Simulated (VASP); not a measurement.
Level of theory: PBEsol GGA, VASP's PBE PAW potentials (set 64) (plane waves; VASP).

VASP input:

### INCAR
```
SYSTEM = Pt
PREC = Normal; ENCUT = 400; LREAL = .FALSE.
LASPH = .TRUE.
EDIFF = 1E-5; NELM = 100; NELMIN = 4
ALGO = Fast; LMAXMIX = 6
ISMEAR = 1; SIGMA = 0.1
GGA = PS
IBRION = 2; NSW = 20; ISIF = 2
EDIFFG = -0.03
LWAVE = .FALSE.; LCHARG = .FALSE.
```

File POSCAR:
```
Pt
1.0
  0.0000000000   1.9576665740   1.9576665740
  1.9576665740   0.0000000000   1.9576665740
  1.9576665740   1.9576665740   0.0000000000
Pt
1
direct
  0.0000000000   0.0000000000   0.0000000000
```

### KPOINTS
```
Regular mesh
0
Gamma
 18 18 18
0 0 0
```

POTCAR, in this order: Pt (PBE.64 set). Program: vasp_std.

Unless said otherwise, spin-orbit coupling is left out, though it shifts the bands of the heavy elements here.

Q: Predict the energy per atom (σ→0), band gap (on the k-mesh).

A: 
```json
{
  "energy per atom (σ→0)": "-6.960 eV/atom",
  "band gap (on the k-mesh)": "none (metal, semimetal or under 0.01 eV)"
}
```

File OSZICAR:
```
...
DAV:   5    -0.741511696110E+01   -0.46551E-05   -0.46559E-05  4141   0.589E-02    0.135E+01
RMM:   6    -0.701038163839E+01    0.40474E+00   -0.52870E-01  3510   0.730E+00    0.693E+00
RMM:   7    -0.696443508800E+01    0.45947E-01   -0.10749E-01  3510   0.341E+00    0.256E+00
RMM:   8    -0.696062466539E+01    0.38104E-02   -0.14087E-02  3510   0.125E+00    0.773E-01
RMM:   9    -0.695998250388E+01    0.64216E-03   -0.17597E-03  3510   0.428E-01    0.480E-02
RMM:  10    -0.696000403307E+01   -0.21529E-04   -0.20177E-04  3430   0.126E-01    0.478E-02
RMM:  11    -0.696000412053E+01   -0.87461E-07   -0.20895E-05  2684   0.397E-02
   1 F= -.69600041E+01 E0= -.69597651E+01  d E =-.696000E+01
```

The compound is Pt in the fcc structure. It was relaxed first.
